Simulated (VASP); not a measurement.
```yaml
crystal:
  lattice:
    - [0.00000, 3.06609, 2.96186]
    - [3.06837, 0.00000, 2.96186]
    - [3.06837, 3.06609, 0.00000]
  atoms:
    - { symbol: Li, position: [0.25000, 0.25000, 0.25000] }
    - { symbol: Li, position: [0.75000, 0.75000, 0.75000] }
    - { symbol: Se, position: [0.98842, 0.01158, 0.01158] }
```

Level of theory: PBE GGA with D4 dispersion, VASP's PBE PAW potentials (set 64) (plane waves; VASP). Settings: 520 eV cut-off, 6×6×6 Γ-centred mesh, Gaussian smearing of 0.050 eV, potentials Li_sv Se.

### Question
Give the force on each atom (eV/Å).

### Answer

| atom | Fx | Fy | Fz |
|---|---|---|---|
| Li1 | 0.103 | 0.000 | 0.000 |
| Li2 | 0.103 | 0.000 | 0.000 |
| Se3 | -0.205 | 0.000 | 0.000 |

### Question
Give the stress tensor in GPa (positive for a compressed cell).

### Answer

```
-2.60   0.00   0.00
 0.00  -2.51   0.00
 0.00   0.00  -0.88
```
The pressure is its mean diagonal, -1.99 GPa.

The compound is Li2Se in the antifluorite structure. The cell was not relaxed at this level, atoms are displaced from their ideal sites. The run is one of a series of settings (IVDW = 13 against the base run), some of them coarse on purpose.
